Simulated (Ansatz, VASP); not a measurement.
# VSi2: VASP beside Ansatz, part 2 of 2

One calculation is typed for both programs; each brings its own data sets and cutoff. How far apart do they land?

VASP 6.6.1 and Ansatz 0.2.0.

So far: The structure; VASP: single point, PBE.

## (3) Ansatz: single point, PBE

Level of this step: Ansatz beside VASP: Kohn-Sham DFT, plane waves, PBE (Ansatz).

Ansatz runs on its default PAW (the set named soft_2) files.

The same cell, functional, mesh and smearing now go to Ansatz, which takes its cutoff from its data sets.

File input.yaml:

```yaml
crystal:
  lattice:
    - [4.5347995798, 0.0, 0.0]
    - [-2.2673997899, 3.9272516372, 0.0]
    - [0.0, 0.0, 6.31890063]
  atoms:
    - { symbol: V, position: [0.5, 0.0, 0.5], spin: 2.0 }
    - { symbol: V, position: [0.5, 0.5, 0.8333333333], spin: 2.0 }
    - { symbol: V, position: [0.0, 0.5, 0.1666666667], spin: 2.0 }
    - { symbol: Si, position: [0.32498645, 0.162493225, 0.1666666667] }
    - { symbol: Si, position: [0.837506775, 0.162493225, 0.8333333333] }
    - { symbol: Si, position: [0.162493225, 0.32498645, 0.5] }
    - { symbol: Si, position: [0.67501355, 0.837506775, 0.1666666667] }
    - { symbol: Si, position: [0.162493225, 0.837506775, 0.8333333333] }
    - { symbol: Si, position: [0.837506775, 0.67501355, 0.5] }
hamiltonian:
  xc: pbe
  pseudopotentials: { kind: paw }
magnetization:
  spin_polarized: true
kpoints:
  mp_grid: { grid: [7, 7, 4] }
scf:
  occupations: { method: fermi_dirac, width: 0.05 }
  n_extra_bands: 11
output:
  forces: true
  stress: true
  eigenvalues: true
```

Launch:

```console
ansatz run input.yaml --threads 4 --pin off --max-ram 9216MiB --backend cpu --events-out ev --progress --plain --runs-dir out
```

Numbers of over 12 decimals in the logs are rounded to 6 here.

The log of the run:

```text
Warning: the band count 43 (scf.n_extra_bands) hosts the net moment |M| = 6.0000 μB (N_el = 63) but caps the reachable moment at 2·n_bands − N_el = 23.0000 μB, below the 44 bands that the automatic rule leaves for it — a moment growing past the seed, or the majority channel's smearing tail, pins there with fewer empty majority states than that count leaves; raise or omit scf.n_extra_bands unless the cap is intended
scf.n_extra_bands = 11 over 32 filled bands (N_el = 63.0): the run solves 43 bands
Engine: ansatz 0.2.0, aarch64-unknown-linux-gnu
Pseudopotentials: kind: paw
Pseudopotential: V, paw, valence charge 13, recommended cutoff 420 eV (normal), V.paw.azcp
Pseudopotential: Si, paw, valence charge 4, recommended cutoff 420 eV (normal), Si.paw.azcp
Functional definition: PBE
  parameter kappa = 0.804
  parameter beta = 0.066725
  exchange = pbe_x(kappa = kappa, mu = beta*pi^2/3)
  correlation = pbe_c(beta = beta)
Crystal: 9 atoms, lattice volume = 112.535 Å³
Basis set: ecut = 420 eV, 2187 PW (Γ), exchange–correlation on 64×64×90 points (8 copies of the dense FFT grid, shifted against one another)
Bands: 43, of which v1, the nominal top of the filled ones, is band 32 counted from 1 (31 counted from 0)
Symmetry: 12 space group operations
Space group: P6222 (ITA 180), of the structure as read, at distance tolerance 4.8e-5 Å
Magnetic group: BNS 180.167 (UNI 1397), of the structure as read, at distance tolerance 4.8e-5 Å
k-points: 24 of 196 (time reversal used)
Non-local potential: V, projectors of the file, l = 0: 3, l = 1: 2, l = 2: 3, l = 3: 1
Non-local potential: Si, projectors of the file, l = 0: 2, l = 1: 2, l = 2: 2
PAW form: soft (Blöchl's): semilocal exchange-correlation on the pseudo side does not see the compensation charge
PAW one-centre angular grid: V, 590 points (default); XC on 64 Gauss nodes
PAW one-centre angular grid: Si, 110 points (default); XC on 64 Gauss nodes
Initial density: superposition of atomic densities (chi_scale 0.1, normalization cell)
Starting moments: Σ|m| = 6 μB on 3 of 9 sites
Initial wavefunctions: pseudopotential atomic-orbital guess
Functional: x = pbe(κ = 0.804, μ = 0.219515), c = pbe(β = 0.066725)
SCF iter   1: F=—  HF=-12558.018466 eV  |F-HF|=—  |Δ(HF+E_count)|=         —  Δρ=9.86e-2 (↑9.86e-2 ↓5.30e-2)  dr2=3.76e0  dr2_m=5.53e0  M=0.595 μB ∫|m|=1.337 μB  β_m=0.30  ethr=3.10e-3  ⟨swp⟩=7.2  Hψ=8537  notcnv=0
Mixer restart at iter 1: flushing history
preconditioner: auto → Kerker (q_TF=auto, 2.477 Å⁻¹)  [metal: Δε(μ)=0.024 eV  Ē_g=7.606 eV  σ=0.050 eV  W_gap=0.12  n_scr=22 (ndim 8)  ℏωp=21.9 eV  f_vac=0.000  D(μ)=3.76/eV (n_scr^D=22)]
spin=Collinear: Kerker preconditioning applied to the charge; magnetization (m = ρ↑ − ρ↓) channel mixes plain (no charge-response kernel on spin).
SCF iter   2: F=—  HF=-12555.250419 eV  |F-HF|=—  |Δ(HF+E_count)|=    2.77e0  Δρ=5.86e-2 (↑5.86e-2 ↓4.82e-2)  dr2=8.19e-1  dr2_m=2.75e0  M=0.654 μB ∫|m|=1.226 μB  β_m=0.55  ethr=3.10e-3  ⟨swp⟩=2.8  Hψ=3614  notcnv=0  defer=187
SCF iter   3: F=—  HF=-12556.335171 eV  |F-HF|=—  |Δ(HF+E_count)|=    1.08e0  Δρ=1.95e-2 (↑1.50e-2 ↓1.95e-2)  dr2=4.37e-1  dr2_m=2.60e-1  M=0.503 μB ∫|m|=0.777 μB  β_m=0.72  ethr=1.30e-3  ⟨swp⟩=2.0  Hψ=2979  notcnv=0  defer=187
SCF iter   4: F=—  HF=-12556.420586 eV  |F-HF|=—  |Δ(HF+E_count)|=   8.54e-2  Δρ=3.63e-3 (↑3.61e-3 ↓3.63e-3)  dr2=4.58e-2  dr2_m=7.94e-3  M=0.216 μB ∫|m|=0.316 μB  β_m=0.86  ethr=6.93e-4  ⟨swp⟩=2.5  Hψ=3725  notcnv=0  defer=181
SCF iter   5: F=—  HF=-12556.422512 eV  |F-HF|=—  |Δ(HF+E_count)|=   1.93e-3  Δρ=3.94e-3 (↑3.94e-3 ↓2.43e-3)  dr2=5.59e-2  dr2_m=7.34e-4  M=0.079 μB ∫|m|=0.112 μB  β_m=0.93  ethr=7.27e-5  ⟨swp⟩=2.1  Hψ=3556  notcnv=0  defer=186
SCF iter   6: F=—  HF=-12556.448049 eV  |F-HF|=—  |Δ(HF+E_count)|=   2.55e-2  Δρ=1.51e-3 (↑1.51e-3 ↓7.77e-4)  dr2=9.68e-4  dr2_m=1.32e-3  M=0.069 μB ∫|m|=0.095 μB  β_m=0.84  ethr=7.27e-5  ⟨swp⟩=2.1  Hψ=3048  notcnv=0  defer=186
SCF iter   7: F=—  HF=-12556.448504 eV  |F-HF|=—  |Δ(HF+E_count)|=   4.55e-4  Δρ=8.14e-4 (↑8.14e-4 ↓5.71e-4)  dr2=1.72e-4  dr2_m=4.88e-4  M=0.045 μB ∫|m|=0.062 μB  β_m=0.92  ethr=1.54e-6  ⟨swp⟩=2.1  Hψ=2965  notcnv=0  defer=186
SCF iter   8: F=—  HF=-12556.448595 eV  |F-HF|=—  |Δ(HF+E_count)|=   9.14e-5  Δρ=6.10e-5 (↑2.26e-5 ↓6.10e-5)  dr2=5.15e-6  dr2_m=1.51e-6  M=0.004 μB ∫|m|=0.005 μB  β_m=0.96  ethr=2.73e-7  ⟨swp⟩=2.1  Hψ=3250  notcnv=0  defer=186
SCF iter   9: F=—  HF=-12556.448635 eV  |F-HF|=—  |Δ(HF+E_count)|=   3.93e-5  Δρ=1.47e-5 (↑5.24e-6 ↓1.47e-5)  dr2=5.02e-7  dr2_m=4.71e-8  M=0.001 μB ∫|m|=0.001 μB  β_m=0.98  ethr=8.17e-9  ⟨swp⟩=2.5  Hψ=3050  notcnv=0  defer=186
SCF iter  10: F=—  HF=-12556.448635 eV  |F-HF|=—  |Δ(HF+E_count)|=   1.17e-7  Δρ=9.71e-7 (↑9.71e-7 ↓5.62e-7)  dr2=1.65e-9  dr2_m=3.51e-10  M=0.000 μB ∫|m|=0.000 μB  β_m=0.99  ethr=7.98e-10  ⟨swp⟩=2.1  Hψ=2849  notcnv=0  defer=186
SCF iter  11: F=-12556.448635 eV  HF=-12556.448635 eV  |F-HF|=1.32e-9  |Δ(HF+E_count)|=  9.04e-10  Δρ=5.17e-7 (↑4.31e-7 ↓5.17e-7)  dr2=1.50e-9  dr2_m=3.85e-12  M=-0.000 μB ∫|m|=0.000 μB  ethr=2.61e-12  ⟨swp⟩=7.7  Hψ=7596  notcnv=0
SCF 1 converged in 11 iterations: F = -12556.448635 eV  dr2 = 1.50e-9
  greatest PAW one-centre occupation: 0.999 electrons in one spin orbital (limit 2), on the V atom at site 2 (counted from 0), in its partial waves of l = 0
WARN: the starting moments were not kept: the SCF closed with an absolute magnetisation of 1.1e-5 μB, where they sum to 6 μB in size (3 sites). That is at most 0.1 of that sum. Measured as dr2_m measures the in/out step, that magnetisation stands 2.1e-11 eV from none, at or under the dr2_threshold of 1.0e-7 eV: it is no larger than a step whose dr2_m would equal this threshold. The system may hold no moment; this SCF [...]
SCF converged after 11 iterations
Magnetization: -0.0000 μB (31.5000 up, 31.5000 down)
Absolute magnetization: 0.0000 μB (∫|ρ↑−ρ↓|, with the PAW one-centre terms)
Spin contamination: 0.0000 ħ² per cell (⟨S²⟩ above its minimum at these occupations)
Per-site moments (μB) at R_I (Å): [(-2.708580912313311e-6, 1.026635), (-2.7085809119454964e-6, 1.026635), (-2.708580911882372e-6, 1.026635), (2.0495459901558117e-7, 1.015911), (2.0495459921622427e-7, 1.015911), (2.0495459913114563e-7, 1.015911), (2.04954599117774e-7, 1.015911), (2.0495459910371707e-7, 1.015911), (2.049545992395574e-7, 1.015911)]
Free energy (F): -12556.448635 eV
Harris-Foulkes:  -12556.448635 eV  (|F-HF|=1.32e-9)
Internal energy: -12556.404021 eV  (E = F + TS)
E sigma→0 (E₀):  -12556.426328 eV
Entropy (-TS):   -0.044613 eV (-4.957 meV/atom)
Fermi energy:    14.390871 eV
--- Per-component energies (eV) ---
  E_band       = -336.789155
  E_kinetic    = 1280.755471
  E_local      = -3797.515314  (includes V_loc(G=0)·N_el)
  E_nonlocal   = 14.469650
  E_hartree    = 1786.836136
  E_xc         = -737.027180
  E_vxc        = -796.372324  (∫ρ·V_xc dr)
  E_paw        = -6416.622106  (= ΣΔE_a)
  E_vpaw       = -611.802920  (= ΣTr[D̂ρ^β])
  E_aug_tail   = 0.000857  (compensation charges beyond the density's cutoff)
  E_ewald      = -4687.301536
  E_smearing   = -0.044613  (= −TS)
  E_closure    = 0.000000  (closes the sum)
  Σ components = -12556.448635   (vs F -12556.448635, Δ=0.00e0)
--- Forces (eV/Å), atoms counted from 1 ---
  atom   1  V      0.00000000     0.00000000     0.00000000
  atom   2  V      0.00000000     0.00000000    -0.00000000
  atom   3  V      0.00000000    -0.00000000     0.00000000
  atom   4  Si     0.06140737     0.03545356     0.00000000
  atom   5  Si    -0.06140737     0.03545356    -0.00000000
  atom   6  Si    -0.00000000     0.07090713     0.00000000
  atom   7  Si    -0.06140737    -0.03545356     0.00000000
  atom   8  Si     0.06140737    -0.03545356    -0.00000000
  atom   9  Si    -0.00000000    -0.07090713     0.00000000
  max |Σ_I F_I| component: 1.06e-16 eV/Å
--- Stress (GPa, compression-positive) ---
        3.450286       0.000000       0.000000
        0.000000       3.450286       0.000000
        0.000000       0.000000       4.859813
  P = ⅓ Tr σ = 3.9201 GPa (39.201 kbar)
--- Band table (eV; the first three rows and the last of 48) ---
  k-point 0 ↑: bands = [... 28 lower, 12.2521, 12.5640, 12.5640, 12.6720, 14.7762, 16.5505, 16.8880, 16.8880, ... 7 higher]
  k-point 1 ↑: bands = [... 28 lower, 12.4615, 12.6127, 12.7155, 13.6560, 15.0670, 16.7032, 16.8009, 16.8285, ... 7 higher]
  k-point 2 ↑: bands = [... 28 lower, 12.5065, 12.5065, 12.7893, 14.9675, 14.9675, 16.5433, 16.9290, 16.9637, ... 7 higher]
  k-point 23 ↓: bands = [... 28 lower, 13.6784, 14.0713, 14.1211, 14.4052, 15.0000, 15.7456, 16.1005, 16.3124, ... 7 higher]
```

Wall time 11 s (4 threads of Arm Neoverse V2, shared host); peak memory 0.49 GiB; 35 s of CPU time.

The run ends at a pressure of 3.92 GPa, with forces up to 0.071 eV/Å.

## (4) Differences

Known differences besides the PAW data sets themselves: the cutoff is 420 eV in Ansatz and 400 eV in VASP; VASP leaves aspherical gradient terms in its spheres out (LASPH is not set), Ansatz keeps them. Total energies have different zeros and are not compared.

Both answers:

```csv
quantity,Ansatz,VASP,difference
pressure (GPa),3.92,3.37,+0.55
```

Forces (eV/Å; atoms numbered as in POSCAR):

```csv
atom,"Ansatz x, y, z","VASP x, y, z"
V1,"0.000, 0.000, 0.000","0.000, 0.000, 0.000"
V2,"0.000, 0.000, 0.000","0.000, 0.000, 0.000"
V3,"0.000, 0.000, 0.000","0.000, 0.000, 0.000"
Si4,"0.061, 0.035, 0.000","0.059, 0.034, 0.000"
Si5,"-0.061, 0.035, 0.000","-0.059, 0.034, 0.000"
Si6,"0.000, 0.071, 0.000","0.000, 0.068, 0.000"
Si7,"-0.061, -0.035, 0.000","-0.059, -0.034, 0.000"
Si8,"0.061, -0.035, 0.000","0.059, -0.034, 0.000"
Si9,"0.000, -0.071, 0.000","0.000, -0.068, 0.000"
```

The forces differ by 1.5 meV/Å r.m.s., which is 4.7 % of the r.m.s. force of 0.03 eV/Å (both taken over all components). Ansatz's pressure holds a Pulay correction of 0.05 GPa; VASP's holds none.

## (5) Ansatz: single point, RPBE with D3(BJ)

A single point gives forces, pressure and levels at one fixed geometry, so differences don't come from the geometry; what else differs is listed under the comparison.

input.yaml, as its differences from that of step 3:

```diff
@@ -16,4 +16,5 @@
 hamiltonian:
-  xc: pbe
+  xc: rpbe
   pseudopotentials: { kind: paw }
+  dispersion: d3bj
 magnetization:
@@ -21,5 +22,5 @@
 kpoints:
-  mp_grid: { grid: [7, 7, 4] }
+  mp_grid: { grid: [6, 6, 4] }
 scf:
-  occupations: { method: fermi_dirac, width: 0.05 }
+  occupations: { method: fermi_dirac, width: 0.02 }
   n_extra_bands: 11
```

The log of the run:

```text
[...]
Crystal: 9 atoms, lattice volume = 112.535 Å³
Basis set: ecut = 420 eV, 2187 PW (Γ), exchange–correlation on 64×64×90 points (8 copies of the dense FFT grid, shifted against one another)
Bands: 43, of which v1, the nominal top of the filled ones, is band 32 counted from 1 (31 counted from 0)
[...]
k-point 1 ↑: bands = [... 28 lower, 12.5557, 12.7007, 12.8218, 13.7608, 15.1769, 16.8200, 16.9110, 16.9381, ... 7 higher]
  k-point 2 ↑: bands = [... 28 lower, 12.6031, 12.6031, 12.8979, 15.0784, 15.0784, 16.6549, 17.0437, 17.0698, ... 7 higher]
  k-point 20 ↓: bands = [... 28 lower, 14.0471, 14.0471, 14.4138, 14.4138, 15.0572, 15.8576, 16.3690, 16.3690, ... 7 higher]
[key lines of the parts left out:]
SCF converged after 12 iterations
Magnetization: -0.0001 μB (31.5000 up, 31.5000 down)
Free energy (F): -12613.600666 eV
Fermi energy:    14.507488 eV
P = ⅓ Tr σ = -31.3497 GPa (-313.497 kbar)
```

Run time: 9.4 s. Hardware: 4 threads; peak memory 0.49 GiB.

The run ends at a pressure of -31.35 GPa, with forces up to 0.097 eV/Å.

## (6) VASP: single point, RPBE with D3(BJ)

The same cell, functional, mesh and smearing now go to VASP, with its own data sets and cutoff.

File INCAR:

```
SYSTEM = VSi2
PREC = Accurate
ENCUT = 400
EDIFF = 1E-06
NELM = 100
ISMEAR = -1
SIGMA = 0.02
LREAL = .FALSE.
ALGO = Normal
GGA = RP
IVDW = 12
NBANDS = 45
ISPIN = 2
MAGMOM = 2 2 2 0 0 0 0 0 0
LMAXMIX = 4
LORBIT = 11
LWAVE = .FALSE.
LCHARG = .TRUE.
ISIF = 2
LELF = .TRUE.
LVHAR = .TRUE.
```

File POSCAR:

```
VSi2
1.0
    4.5347995798      0.0000000000      0.0000000000
   -2.2673997899      3.9272516372      0.0000000000
    0.0000000000      0.0000000000      6.3189006300
V Si
3 6
Direct
    0.5000000000      0.0000000000      0.5000000000
    0.5000000000      0.5000000000      0.8333333333
    0.0000000000      0.5000000000      0.1666666667
    0.3249864500      0.1624932250      0.1666666667
    0.8375067750      0.1624932250      0.8333333333
    0.1624932250      0.3249864500      0.5000000000
    0.6750135500      0.8375067750      0.1666666667
    0.1624932250      0.8375067750      0.8333333333
    0.8375067750      0.6750135500      0.5000000000
```

File KPOINTS:

```
Automatic mesh
0
Gamma
6 6 4
0 0 0
```

Potentials, in the order of the species: V_sv and Si (PBE family, release 64).

Launch:

```console
mpirun -np 4 vasp_std
```

The log of the run:

```text
[banner, memory and clock lines left out]
running    4 mpi-ranks, on    1 nodes
[...]
|                                                                             |
|               ----> ADVICE to this user running VASP <----                  |
|                                                                             |
|     You enforced a specific xc type in the INCAR file but a different       |
|     [... a line on the potential file left out ...]
|     I HOPE YOU KNOW WHAT YOU ARE DOING!                                     |
|                                                                             |

 LDA part: xc-table for (Slater+PW92), standard interpolation
|                                                                             |
|           W    W    AA    RRRRR   N    N  II  N    N   GGGG   !!!           |
|           W    W   A  A   R    R  NN   N  II  NN   N  G    G  !!!           |
|           W    W  A    A  R    R  N N  N  II  N N  N  G       !!!           |
[...]
|     The number of bands has been changed from the values supplied in        |
|     The orbitals not found in the WAVECAR file will be initialized with     |
|     random numbers, which is usually adequate. For correlated               |
|     calculations, however, you should redo the groundstate calculation.     |
|     I found NBANDS = 45. Now, NBANDS = 48.                                  |
|                                                                             |

 POSCAR, INCAR and KPOINTS ok, starting setup
[...]
entering main loop
       N       E                     dE             d eps       ncg     rms          rms(c)
DAV:   1     0.592872065195E+03    0.59287E+03   -0.28569E+04  4376   0.107E+03
DAV:   2    -0.327567651362E+02   -0.62563E+03   -0.59719E+03  4312   0.368E+02
DAV:   3    -0.653125600793E+02   -0.32556E+02   -0.31545E+02  5024   0.882E+01
DAV:   4    -0.659911343669E+02   -0.67857E+00   -0.67602E+00  5008   0.125E+01
[...]
DAV:  18    -0.604943734678E+02   -0.48227E-05   -0.50403E-06  4328   0.113E-02    0.843E-03
DAV:  19    -0.604943762552E+02   -0.27874E-05   -0.12095E-05  4568   0.167E-02    0.352E-03
DAV:  20    -0.604943765064E+02   -0.25125E-06   -0.82523E-07  2448   0.575E-03
   1 F= -.86241298E+02 E0= -.86236836E+02  d E =-.892345E-02  mag=     0.0003
```

OUTCAR, selected parts (step 6):

```text
 Edisp (eV)  -25.74692

  Total     -23.33614   -23.33614   -21.47149     0.00000     0.00000     0.00000
  in kB    -332.23950  -332.23950  -305.69224     0.00000     0.00000     0.00000
  external pressure =     -323.39 kB  Pullay stress =        0.00 kB

 POSITION                                       TOTAL-FORCE (eV/Angst)
 -----------------------------------------------------------------------------------
      2.26740      0.00000      3.15945         0.000000      0.000000     -0.000000
      1.13370      1.96363      5.26575         0.000000     -0.000000      0.000000
     -1.13370      1.96363      1.05315         0.000000      0.000000      0.000000
      1.10531      0.63815      1.05315         0.075838      0.043785     -0.000000
      3.42949      0.63815      5.26575        -0.075838      0.043785      0.000000
      0.00000      1.27630      3.15945         0.000000      0.087570     -0.000000
      1.16209      3.28910      1.05315        -0.075838     -0.043785     -0.000000
     -1.16209      3.28910      5.26575         0.075838     -0.043785     -0.000000
      2.26740      2.65095      3.15945        -0.000000     -0.087570     -0.000000
 -----------------------------------------------------------------------------------
    total drift:                               -0.000000      0.000000      0.000001

  FREE ENERGIE OF THE ION-ELECTRON SYSTEM (eV)
  ---------------------------------------------------
  free  energy   TOTEN  =       -86.2412979879 eV

  energy  without entropy=      -86.2323745385  energy(sigma->0) =      -86.23683626

 magnetization (x)
# of ion       s       p       d       tot
------------------------------------------
    1        0.000   0.000   0.000   0.000
    2        0.000   0.000   0.000   0.000
    3        0.000   0.000   0.000   0.000
    4       -0.000  -0.000   0.000  -0.000
    5       -0.000  -0.000   0.000  -0.000
    6       -0.000  -0.000   0.000  -0.000
    7       -0.000  -0.000   0.000  -0.000
    8       -0.000  -0.000   0.000  -0.000
    9       -0.000  -0.000   0.000  -0.000
--------------------------------------------------
tot         -0.000  -0.000   0.001   0.001

[... 1 part as in an earlier step ...]

[... 2 further parts left out ...]
[key lines of the parts left out:]
E-fermi :  11.6119
```

With spin, VASP writes an ELF for each channel. At this level the cell is under a tension of 32.3 GPa, so at these settings it is away from equilibrium. Dispersion corrections of this kind ignore metallic screening and tend to overbind metals.

## (7) Differences

What differs besides the data sets and the points named for the pairs above, as far as they apply: Ansatz makes its cores anew for this functional, VASP keeps those of its PBE data sets. Total energies have different zeros and are not compared.

Both answers:

```csv
quantity,Ansatz,VASP,difference
pressure (GPa),-31.35,-32.34,+0.99
```

Forces (eV/Å; atoms numbered as in POSCAR):

```csv
atom,"Ansatz x, y, z","VASP x, y, z"
V1,"0.000, 0.000, 0.000","0.000, 0.000, 0.000"
V2,"0.000, 0.000, 0.000","0.000, 0.000, 0.000"
V3,"0.000, 0.000, 0.000","0.000, 0.000, 0.000"
Si4,"0.084, 0.049, 0.000","0.076, 0.044, 0.000"
Si5,"-0.084, 0.049, 0.000","-0.076, 0.044, 0.000"
Si6,"0.000, 0.097, 0.000","0.000, 0.088, 0.000"
Si7,"-0.084, -0.049, 0.000","-0.076, -0.044, 0.000"
Si8,"0.084, -0.049, 0.000","0.076, -0.044, 0.000"
Si9,"0.000, -0.097, 0.000","0.000, -0.088, 0.000"
```

The forces differ by 4.5 meV/Å r.m.s., which is 10.8 % of the r.m.s. force of 0.04 eV/Å (both taken over all components). Ansatz's pressure holds a Pulay correction of 0.07 GPa; VASP's holds none.

## (8) Results

```
r.m.s. force difference (single point, PBE)              : 1.5 meV/Å
difference in pressure (single point, PBE)               : 0.55 GPa
r.m.s. force difference (single point, RPBE with D3(BJ)) : 4.5 meV/Å
difference in pressure (single point, RPBE with D3(BJ))  : 0.99 GPa
```

**Reading.** The difference in pressure is 0.99 GPa (single point, RPBE with D3(BJ)), at about the 1 GPa picked in this series as the mark of a large difference. Differences of this kind measure data sets and numerical settings, not the functional's error against experiment.

[Lines on the potential files, build, host, timing and source positions are cut from VASP's logs without a mark.]

[Logs are printed without paths, hosts, clocks, repeated set-up lines and the standing remarks that a program may print on its own settings, such as how far it seeks lower states.]

[Hosts, paths, dates, database ids (printed as entryN), source tags and the programs' standing remarks are cut or masked in the printed files.]
